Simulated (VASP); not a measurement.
# K2BrF with PBE: from relaxation to properties, part 4 of 5

What structure does K2BrF take at this level, and what are its properties? The cell is invented: it takes the structure of COD entry 9008651, KCl (space group 225 there), with some of its atoms replaced by other elements, volume scaled by an estimate. It may not be a known or stable phase.

VASP 6.6.1; PBE; plane waves and PAW (Br, K_sv, F); invented cell.

So far, gap on the k-mesh (eV): step 2 (rough relaxation of the start cell) 4.04; step 3 (relaxing cell and atoms (PBE)) 4.03; step 6 (total and projected DOS (PBE)) 4.03. The relaxed cell has a = 4.244, c = 21.422 Å (conventional setting).

## 7. Elastic constants (PBE)

IBRION = 6 with ISIF = 3 strains the cell both ways at fixed fractional positions, and adds the ions' share afterwards from the force constants. Stress converges slowly with the basis, so the cutoff is raised.

File INCAR:

```
SYSTEM = K2BrF
PREC = Accurate
ENCUT = 560
EDIFF = 1E-07
NELM = 100
ISMEAR = 0
SIGMA = 0.05
LREAL = .FALSE.
ALGO = Normal
GGA = PE
NBANDS = 22
LORBIT = 11
LWAVE = .FALSE.
LCHARG = .FALSE.
KPAR = 2
IBRION = 6
NFREE = 2
POTIM = 0.015
ISIF = 3
NSW = 1
```

File POSCAR:

```
K2BrF
1.0
    2.1221312016      1.2252133082      7.1407382057
   -2.1221312016      1.2252133082      7.1407382057
    0.0000000000     -2.4504256162      7.1407382035
Br K F
1 2 1
Direct
    0.5000000000      0.5000000000      0.5000000000
    0.7344822843      0.7344822843      0.7344822842
    0.2655177157      0.2655177157      0.2655177158
    0.0000000000      0.0000000000      0.0000000000
```

File KPOINTS:

```
Automatic mesh
0
Gamma
7 7 7
0 0 0
```

The projector-augmented-wave data sets are Br, K_sv and F (PBE family, release 64).

The run is started by

```bash
> mpirun -np 2 vasp_std
```

What it wrote:

```text
[... set-up lines as in an earlier step ...]
 entering main loop
       N       E                     dE             d eps       ncg     rms          rms(c)
DAV:   1     0.243752954105E+03    0.24375E+03   -0.15113E+04  1936   0.137E+03
DAV:   2     0.198279463504E+01   -0.24177E+03   -0.22892E+03  2418   0.355E+02
DAV:   3    -0.154564660855E+02   -0.17439E+02   -0.17367E+02  3150   0.825E+01
DAV:   4    -0.158308916395E+02   -0.37443E+00   -0.37354E+00  2726   0.117E+01
DAV:   5    -0.158436991966E+02   -0.12808E-01   -0.12807E-01  2824   0.157E+00    0.700E+00
DAV:   6    -0.143158184852E+02    0.15279E+01   -0.58279E+00  2272   0.113E+01    0.393E+00
DAV:   7    -0.142637692502E+02    0.52049E-01   -0.29586E-01  2788   0.288E+00    0.266E+00
DAV:   8    -0.142533414813E+02    0.10428E-01   -0.11338E-01  2272   0.247E+00    0.305E-01
DAV:   9    -0.142569887563E+02   -0.36473E-02   -0.15691E-02  2764   0.690E-01    0.165E-01
DAV:  10    -0.142582618188E+02   -0.12731E-02   -0.19330E-03  2370   0.301E-01    0.840E-02
DAV:  11    -0.142589934561E+02   -0.73164E-03   -0.10654E-03  2194   0.198E-01    0.224E-02
DAV:  12    -0.142589927086E+02    0.74751E-06   -0.56156E-05  2440   0.441E-02    0.110E-02
DAV:  13    -0.142589974212E+02   -0.47126E-05   -0.76905E-06  2362   0.197E-02    0.463E-03
DAV:  14    -0.142589977481E+02   -0.32689E-06   -0.36223E-06  2374   0.121E-02    0.213E-03
DAV:  15    -0.142589978959E+02   -0.14780E-06   -0.39618E-07  2150   0.487E-03    0.950E-04
DAV:  16    -0.142589979893E+02   -0.93360E-07   -0.46147E-08  1736   0.158E-03
   1 F= -.14258998E+02 E0= -.14258998E+02  d E =-.180460E-11
 Found     6 degrees of freedom:
 Adding 6 more for cell shape distortion
 Finite differences POTIM= 0.01500 DOF=  12
 bond charge predicted
       N       E                     dE             d eps       ncg     rms          rms(c)
DAV:   1    -0.143289504703E+02   -0.69953E-01   -0.26955E+00  4658   0.125E+01    0.187E+00
DAV:   2    -0.142710330640E+02    0.57917E-01   -0.17713E-01  6088   0.299E+00    0.708E-01
DAV:   3    -0.142585616939E+02    0.12471E-01   -0.20291E-02  6900   0.108E+00    0.430E-01
DAV:   4    -0.142567307155E+02    0.18310E-02   -0.38808E-03  7056   0.398E-01    0.291E-01
DAV:   5    -0.142566242874E+02    0.10643E-03   -0.89147E-04  7974   0.170E-01    0.277E-02
DAV:   6    -0.142566246863E+02   -0.39888E-06   -0.12285E-04  7110   0.772E-02    0.167E-02
DAV:   7    -0.142566222498E+02    0.24365E-05   -0.13988E-05  6150   0.253E-02    0.555E-03
DAV:   8    -0.142566216066E+02    0.64324E-06   -0.19566E-06  6472   0.867E-03    0.270E-03
DAV:   9    -0.142566214909E+02    0.11565E-06   -0.78309E-07  5534   0.500E-03    0.107E-03
DAV:  10    -0.142566215948E+02   -0.10386E-06   -0.42415E-08  3790   0.151E-03    0.630E-04
DAV:  11    -0.142566217717E+02   -0.17689E-06   -0.17873E-08  3592   0.898E-04    0.219E-04
DAV:  12    -0.142566217820E+02   -0.10325E-07   -0.26467E-09  3406   0.422E-04
   2 F= -.14256622E+02 E0= -.14256622E+02  d E =-.382602E-21
[... from here on, the cycles between the ionic steps are left out ...]
   3 F= -.14256306E+02 E0= -.14256306E+02  d E =-.217365E-12
   4 F= -.14256593E+02 E0= -.14256593E+02  d E =-.567059E-22
   5 F= -.14256287E+02 E0= -.14256287E+02  d E =-.137718E-11
   6 F= -.14256412E+02 E0= -.14256412E+02  d E =-.157014E-16
   7 F= -.14256163E+02 E0= -.14256163E+02  d E =-.151860E-20
   8 F= -.14258129E+02 E0= -.14258129E+02  d E =-.388348E-11
   9 F= -.14258129E+02 E0= -.14258129E+02  d E =-.375175E-11
  10 F= -.14257880E+02 E0= -.14257880E+02  d E =-.290171E-11
  11 F= -.14257906E+02 E0= -.14257906E+02  d E =-.304468E-11
  12 F= -.14257892E+02 E0= -.14257892E+02  d E =-.229655E-11
  13 F= -.14257892E+02 E0= -.14257892E+02  d E =-.187283E-11
  14 F= -.14258835E+02 E0= -.14258835E+02  d E =-.925384E-11
  15 F= -.14258835E+02 E0= -.14258835E+02  d E =-.903422E-11
  16 F= -.14258694E+02 E0= -.14258694E+02  d E =-.139548E-10
  17 F= -.14258694E+02 E0= -.14258694E+02  d E =-.139598E-10
  18 F= -.14258881E+02 E0= -.14258881E+02  d E =-.673460E-11
  19 F= -.14258881E+02 E0= -.14258881E+02  d E =-.638901E-11
  20 F= -.14258780E+02 E0= -.14258780E+02  d E =-.453271E-13
  21 F= -.14258667E+02 E0= -.14258667E+02  d E =-.978430E-21
  22 F= -.14258927E+02 E0= -.14258927E+02  d E =-.102250E-10
  23 F= -.14258927E+02 E0= -.14258927E+02  d E =-.967136E-11
  24 F= -.14258802E+02 E0= -.14258802E+02  d E =-.142851E-10
 Finite differences progress:
  Degree of freedom:  12/ 12
  Displacement:        1/  2
  Total:              23/ 24
 bond charge predicted
       N       E                     dE             d eps       ncg     rms          rms(c)
DAV:   1    -0.142551767777E+02    0.36256E-02   -0.68823E+00  1936   0.128E+01    0.145E-01
DAV:   2    -0.142592897386E+02   -0.41130E-02   -0.45145E-02  2122   0.108E+00    0.100E-01
DAV:   3    -0.142590470824E+02    0.24266E-03   -0.71614E-04  2720   0.183E-01    0.584E-02
DAV:   4    -0.142587903938E+02    0.25669E-03   -0.65262E-04  2428   0.322E-01    0.287E-02
DAV:   5    -0.142588059720E+02   -0.15578E-04   -0.17473E-04  2338   0.934E-02    0.127E-02
DAV:   6    -0.142588014582E+02    0.45138E-05   -0.19118E-05  2464   0.443E-02    0.640E-03
DAV:   7    -0.142588022318E+02   -0.77356E-06   -0.45795E-06  2844   0.172E-02    0.275E-03
DAV:   8    -0.142588023320E+02   -0.10024E-06   -0.44563E-07  2452   0.517E-03    0.142E-03
DAV:   9    -0.142588024186E+02   -0.86570E-07   -0.10962E-07  1876   0.235E-03
  25 F= -.14258802E+02 E0= -.14258802E+02  d E =-.142651E-10
 Finite differences progress:
  Degree of freedom:  12/ 12
  Displacement:        2/  2
  Total:              24/ 24
```

Elapsed: 51 min, on 2 MPI ranks of Intel Xeon 6975P-C (Granite Rapids), shared host; peak memory 1.9 GiB; 1.6 h of CPU time.

Parts of OUTCAR (step 7):

```text
   ENCUT  =  560.0 eV  41.16 Ry    6.42 a.u.  14.57 14.57 14.57*2*pi/ulx,y,z

   NELECT =      32.0000    total number of electrons

 E-fermi :  -1.1438

 k-point     1 :       0.0000    0.0000    0.0000
  band No.  band energies     occupation
    ...
     12      -3.0387      2.00000
     13      -3.0387      2.00000
     14      -2.1815      2.00000
     15      -1.3522      2.00000
     16      -1.3522      2.00000
     17       2.6746      0.00000
     18       5.4684      0.00000
     19       5.9043      0.00000
     20       6.6661      0.00000
     21       6.6661      0.00000
    ...

  Total        0.0079747      0.0079747      0.0064738      0.0000000      0.0000000      0.0000000
  in kB        0.1146952      0.1146952      0.0931089      0.0000000      0.0000000      0.0000000
  external PRESSURE =       0.1074998 kB  Pullay stress =       0.0000000 kB

 POSITION                                       TOTAL-FORCE (eV/Angst)
 -----------------------------------------------------------------------------------
      0.00000      0.00000     10.71111         0.000000     -0.000000     -0.014523
      0.00000      0.00000     15.73424         0.000000     -0.000000     -0.001725
      0.00000      0.00000      5.68798         0.000000     -0.000000     -0.009555
      0.00000     -0.00000     -0.01500         0.000000      0.000000      0.025803
 -----------------------------------------------------------------------------------
    total drift:                                0.000000     -0.000001      0.000475

  FREE ENERGIE OF THE ION-ELECTRON SYSTEM (eV)
  ---------------------------------------------------
  free  energy   TOTEN  =       -14.2588024186 eV

  energy  without entropy=      -14.2588024186  energy(sigma->0) =      -14.25880242

  SYMMETRIZED ELASTIC MODULI (kBar)
 Direction    XX          YY          ZZ          XY          YZ          ZX
 --------------------------------------------------------------------------------
 XX         322.3279    106.3654    134.9836      0.0000     31.3902      0.0000
 YY         106.3654    322.3278    134.9835      0.0000    -31.3901      0.0000
 ZZ         134.9836    134.9835    340.6969      0.0000      0.0000      0.0000
 XY           0.0000      0.0000      0.0000    107.9812      0.0000     31.3902
 YZ          31.3902    -31.3901      0.0000      0.0000    141.0676      0.0000
 ZX           0.0000     -0.0000     -0.0000     31.3902     -0.0000    141.0676
 --------------------------------------------------------------------------------

 Eigenvectors and eigenvalues of the dynamical matrix
 ----------------------------------------------------

   1 f  =    4.990171 THz    31.354172 2PiTHz  166.454204 cm-1    20.637682 meV
             X         Y         Z           dx          dy          dz
      0.000000  0.000001 10.711107     0.000000   -0.000000   -0.290346
      0.000000  0.000001 15.734237     0.000000   -0.000000   -0.118263
      0.000000  0.000000  5.687977     0.000000   -0.000000   -0.118263
      0.000000  0.000000  0.000000    -0.000000    0.000000    0.942193

   2 f  =    4.777820 THz    30.019929 2PiTHz  159.370924 cm-1    19.759467 meV
             X         Y         Z           dx          dy          dz
      0.000000  0.000001 10.711107    -0.000000   -0.000000   -0.000000
      0.000000  0.000001 15.734237    -0.000000    0.000000    0.707107
      0.000000  0.000000  5.687977     0.000000   -0.000000   -0.707107
      0.000000  0.000000  0.000000     0.000000   -0.000000   -0.000000

   3 f  =    3.638259 THz    22.859857 2PiTHz  121.359267 cm-1    15.046625 meV
             X         Y         Z           dx          dy          dz
      0.000000  0.000001 10.711107    -0.000000   -0.000000   -0.680498
      0.000000  0.000001 15.734237     0.000000    0.000000    0.515002
      0.000000  0.000000  5.687977     0.000000    0.000000    0.515002
      0.000000  0.000000  0.000000    -0.000000   -0.000000   -0.080417

[...]
0.000000  0.000000  5.687977     0.000000    0.460364   -0.000000
      0.000000  0.000000  0.000000    -0.000000   -0.692106    0.000000

   6 f  =    2.724234 THz    17.116867 2PiTHz   90.870667 cm-1    11.266522 meV
             X         Y         Z           dx          dy          dz
      0.000000  0.000001 10.711107    -0.669996   -0.000000   -0.000000
      0.000000  0.000001 15.734237     0.258753    0.000000   -0.000000
      0.000000  0.000000  5.687977     0.258753    0.000000    0.000000
      0.000000  0.000000  0.000000     0.645910    0.000000   -0.000000

   7 f  =    2.724234 THz    17.116867 2PiTHz   90.870664 cm-1    11.266521 meV
             X         Y         Z           dx          dy          dz
      0.000000  0.000001 10.711107    -0.000000    0.669996   -0.000000
      0.000000  0.000001 15.734237     0.000000   -0.258753    0.000000
      0.000000  0.000000  5.687977     0.000000   -0.258753    0.000000
      0.000000  0.000000  0.000000     0.000000   -0.645910    0.000000

   8 f  =    2.675672 THz    16.811743 2PiTHz   89.250813 cm-1    11.065686 meV
             X         Y         Z           dx          dy          dz
      0.000000  0.000001 10.711107    -0.000000   -0.000000   -0.000000
      0.000000  0.000001 15.734237     0.707107   -0.000000    0.000000
      0.000000  0.000000  5.687977    -0.707107    0.000000   -0.000000
      0.000000  0.000000  0.000000     0.000000   -0.000000   -0.000000

   9 f  =    2.675672 THz    16.811743 2PiTHz   89.250810 cm-1    11.065685 meV
             X         Y         Z           dx          dy          dz
      0.000000  0.000001 10.711107    -0.000000   -0.000000   -0.000000
      0.000000  0.000001 15.734237    -0.000000   -0.707107    0.000000
      0.000000  0.000000  5.687977     0.000000    0.707107   -0.000000
      0.000000  0.000000  0.000000     0.000000    0.000000   -0.000000

  10 f/i=    0.012290 THz     0.077221 2PiTHz    0.409954 cm-1     0.050828 meV
             X         Y         Z           dx          dy          dz
      0.000000  0.000001 10.711107    -0.000000   -0.000000    0.672771
      0.000000  0.000001 15.734237    -0.000000   -0.000000    0.469879
      0.000000  0.000000  5.687977    -0.000000   -0.000000    0.469879
      0.000000  0.000000  0.000000    -0.000000   -0.000000    0.325279

  11 f/i=    0.017088 THz     0.107366 2PiTHz    0.569986 cm-1     0.070669 meV
             X         Y         Z           dx          dy          dz
      0.000000  0.000001 10.711107    -0.000015    0.673785    0.000000
      0.000000  0.000001 15.734237    -0.000011    0.470226    0.000000
      0.000000  0.000000  5.687977    -0.000011    0.470226    0.000000
      0.000000  0.000000  0.000000    -0.000007    0.322164    0.000000

  12 f/i=    0.017088 THz     0.107366 2PiTHz    0.569986 cm-1     0.070669 meV
             X         Y         Z           dx          dy          dz
      0.000000  0.000001 10.711107    -0.673785   -0.000015   -0.000000
      0.000000  0.000001 15.734237    -0.470226   -0.000011   -0.000000
      0.000000  0.000000  5.687977    -0.470226   -0.000011   -0.000000
      0.000000  0.000000  0.000000    -0.322164   -0.000007   -0.000000

 ELASTIC MODULI CONTR FROM IONIC RELAXATION (kBar)
 Direction    XX          YY          ZZ          XY          YZ          ZX
 --------------------------------------------------------------------------------
 XX         -42.1898     34.6978     -9.8880      0.0000    -23.3492      0.0000
 YY          34.6978    -42.1898     -9.8880     -0.0000     23.3492     -0.0000
 ZZ          -9.8880     -9.8880    -26.1002     -0.0000     -0.0000     -0.0000
 XY           0.0000     -0.0000     -0.0000    -38.4438      0.0000    -23.3492
 YZ         -23.3492     23.3492     -0.0000      0.0000    -14.1814      0.0000
 ZX           0.0000     -0.0000     -0.0000    -23.3492      0.0000    -14.1814
 --------------------------------------------------------------------------------

 TOTAL ELASTIC MODULI (kBar)
 Direction    XX          YY          ZZ          XY          YZ          ZX
 --------------------------------------------------------------------------------
 XX         280.1381    141.0632    125.0956      0.0000      8.0409      0.0000
 YY         141.0632    280.1380    125.0956     -0.0000     -8.0409     -0.0000
 ZZ         125.0956    125.0956    314.5967     -0.0000      0.0000     -0.0000
 XY           0.0000     -0.0000     -0.0000     69.5374      0.0000      8.0409
 YZ           8.0409     -8.0409      0.0000      0.0000    126.8862      0.0000
 ZX           0.0000     -0.0000     -0.0000      8.0409      0.0000    126.8862
 --------------------------------------------------------------------------------

[... 5 parts as in an earlier step ...]

[... 11 further parts left out ...]
```

CONTCAR:

```
K2BrF
   1.00000000000000
     2.1221312015999998    1.2252133082000001    7.1407382057000000
    -2.1221312015999998    1.2252133082000001    7.1407382057000000
     0.0000000000000000   -2.4504256162000000    7.1407382034999998
  Br              K               F
     1     2     1
Direct
     0.5000000000000000    0.5000000000000000    0.5000000000000000
     0.7344822843000003    0.7344822843000003    0.7344822841999985
     0.2655177156999997    0.2655177156999997    0.2655177158000015
    -0.0007002076222641   -0.0007002076222641   -0.0007002079080706
```

The last energy, forces, stress and levels in OUTCAR belong to the last displaced cell, not to the cell of POSCAR.

This step gave:

```yaml
bands: 22
irreducible_k_points: 44
pressure_of_the_cell: 0.006840 GPa
largest_force_of_the_cell: 0.003900 eV/Å
mechanically_stable: yes
bulk_modulus_voigt: 18.42 GPa
shear_modulus_voigt: 9.690 GPa
bulk_modulus_hill: 18.41 GPa
shear_modulus_hill: 9.328 GPa
young_s_modulus: 23.94 GPa
poisson_s_ratio: 0.2833
```

Elastic constants with relaxed ions, Voigt order xx yy zz yz xz xy (GPa):

```
28.01 14.11 12.51  0.80  0.00  0.00
14.11 28.01 12.51 -0.80  0.00  0.00
12.51 12.51 31.46  0.00  0.00  0.00
 0.80 -0.80  0.00 12.69  0.00  0.00
 0.00  0.00  0.00  0.00 12.69  0.80
 0.00  0.00  0.00  0.00  0.80  6.95
```

Elastic constants with clamped ions, Voigt order xx yy zz yz xz xy (GPa):

```
32.23 10.64 13.50  3.14  0.00  0.00
10.64 32.23 13.50 -3.14  0.00  0.00
13.50 13.50 34.07  0.00  0.00  0.00
 3.14 -3.14  0.00 14.11  0.00  0.00
 0.00  0.00  0.00  0.00 14.11  3.14
 0.00  0.00  0.00  0.00  3.14 10.80
```

Transverse limit, no LO-TO splitting. Modes at Γ, with each element's share of the kinetic energy:

| mode | frequency (cm⁻¹) | symmetry | Br % | K % | F % |
| --- | --- | --- | --- | --- | --- |
| 1 | -0.6 | acoustic | 45 | 44 | 10 |
| 2 | -0.6 | acoustic | 45 | 44 | 10 |
| 3 | -0.4 | acoustic | 45 | 44 | 11 |
| 4 | 89.3 | Eg | 0 | 100 | 0 |
| 5 | 89.3 | Eg | 0 | 100 | 0 |
| 6 | 90.9 | Eu | 45 | 13 | 42 |
| 7 | 90.9 | Eu | 45 | 13 | 42 |
| 8 | 112.0 | Eu | 10 | 42 | 48 |
| 9 | 112.0 | Eu | 10 | 42 | 48 |
| 10 | 121.4 | A2u | 46 | 53 | 1 |
| 11 | 159.4 | A1g | 0 | 100 | 0 |
| 12 | 166.5 | A2u | 8 | 3 | 89 |

Displacements in mode 4 (89.3 cm⁻¹), the largest set to 1:
```
Br1  0.00  0.00  0.00
K2   0.00 -1.00  0.00
K3   0.00  1.00  0.00
F4   0.00  0.00  0.00
```

Displacements in mode 8 (112.0 cm⁻¹), the largest set to 1:
```
Br1  0.00 -0.22  0.00
K2   0.00  0.46  0.00
K3   0.00  0.46  0.00
F4   0.00 -1.00  0.00
```

B/G is 1.97, which by Pugh's rule of thumb (1.75, made for nearly isotropic solids) points to a ductile solid. With the density of 2.64 g/cm³ the Hill moduli give sound speeds of 3.42 km/s (longitudinal) and 1.88 km/s (transverse), and from their mean a Debye temperature of 206 K.

(Part 4 of 5 ends here.)

[Lines on the potential files, build, host, timing and source positions are cut from VASP's logs without a mark.]

[Logs are printed without paths, hosts, clocks, repeated set-up lines and the standing remarks that a program may print on its own settings, such as how far it seeks lower states.]

[Hosts, paths, dates, database ids (printed as entryN), source tags and the programs' standing remarks are cut or masked in the printed files.]

[A measured line is paired with the nearest computed mode of its activity, which favours agreement.]

[In band tables of VASP the shares of atoms and orbitals are scaled to a sum of 1 inside the atoms' spheres.]
